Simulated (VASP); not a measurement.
A VASP calculation is set up with these files.

### POSCAR
```
ZnS
1
    0.0000000000     2.7163970739     2.7163970739
    2.7163970739     0.0000000000     2.7163970739
    2.7163970739     2.7163970739     0.0000000000
Zn S
1 1
Direct
  0.0000000000   0.0000000000   0.0000000000
  0.2500000000   0.2500000000   0.2500000000
```

INCAR:
```
ISIF = 2
SIGMA = 0.05   # width (eV)
LMAXMIX = 4
PREC = Accurate
LREAL = F   # projection in real space or not
IVDW = 12   # D3, Becke-Johnson
LCHARG = F
ALGO = Normal   # blocked Davidson
LWAVE = F
LASPH = T   # aspherical one-centre terms
SYSTEM = ZnS
EDIFF = 1E-7
NELM = 100
ENCUT = 520   # plane-wave cut-off (eV)
GGA = PE   # PBE
ISMEAR = 0
```

### KPOINTS
```
kpoints
0
Gamma
9 9 9
```

POTCAR, in this order: Zn S (PBE.64 set). Program: vasp_std.

Q: Write an equivalent input for Quantum ESPRESSO's pw.x.

A: One equivalent input (not run):
```
&CONTROL
  calculation = 'scf'
  pseudo_dir = './pseudo'
  outdir = './out'
  tprnfor = .true.
  tstress = .true.
/
&SYSTEM
  ibrav = 0
  nat = 2
  ntyp = 2
  ecutwfc = 84
  occupations = 'smearing'
  smearing = 'gaussian'
  degauss = 0.003675
  input_dft = 'pbe'
  vdw_corr = 'grimme-d3'
  dftd3_version = 4
  dftd3_threebody = .false.
/
&ELECTRONS
  conv_thr = 7.3e-09
  electron_maxstep = 100
/
ATOMIC_SPECIES
  Zn 65.380 Zn.upf
  S 32.060 S.upf
CELL_PARAMETERS angstrom
     0.0000000    2.7163971    2.7163971
     2.7163971    0.0000000    2.7163971
     2.7163971    2.7163971    0.0000000
ATOMIC_POSITIONS crystal
  Zn   0.0000000  0.0000000  0.0000000
  S    0.2500000  0.2500000  0.2500000
K_POINTS automatic
  9 9 9 0 0 0
```
Limits of the translation: the potentials are each code's own (VASP's PAW set, PseudoDojo norm-conserving files in pw.x), so ENCUT and ecutwfc are chosen apart and not converted; conv_thr bounds pw.x's estimated SCF error, while EDIFF bounds the energy change between steps.

The compound is ZnS in the zinc blende structure. This cell is one point of a volume scan, at 1.03 of the reference volume.
